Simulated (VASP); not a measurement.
**TlAg under changes of volume**

One of the cells (27.024 Å³/atom); the others are scaled copies at fixed shape and fractional positions:

```
CELL_PARAMETERS angstrom
0.00000 3.00088 3.00088
3.00088 0.00000 3.00088
3.00088 3.00088 0.00000
ATOMIC_POSITIONS crystal
Tl 0.00000 0.00000 0.00000
Ag 0.50000 0.50000 0.50000
```

The cell was built by a generator and needn't be a form met in nature.

- Program: VASP 6.6.1
- Functional: PBE
- Potentials or basis: VASP PAW PBE potentials, release 64 (Tl_d, Ag)
- Cutoff: 520 eV
- k mesh: 8 × 8 × 8
- Occupations: fermi-dirac, width 0.05 eV
- Spin: no spin polarisation

```tsv
volume (Å³/atom)	energy over the lowest point (meV/atom)	pressure (GPa)
24.904	9.44	2.3
25.434	?	?
25.964	0.00	0.5
27.024	0.85	-0.8
27.554	4.14	-1.3
28.084	8.86	-1.7
```

Task: What does the run at 25.434 Å³/atom give?

Result: Energy over the lowest point 3.23 meV/atom; pressure 1.4 GPa.

Worked out: A Birch-Murnaghan fit of order 3 (a polynomial in V^(-2/3)) to the other rows has its minimum at 26.37 Å³/atom with B0 = V·E''(V) = 33 GPa (rough, since the energies scatter). It gives 3.19 meV/atom at 25.434 Å³/atom, against the run's 3.23, and -dE/dV = 1.4 GPa, against 1.4.

Energies are extrapolated to zero smearing.
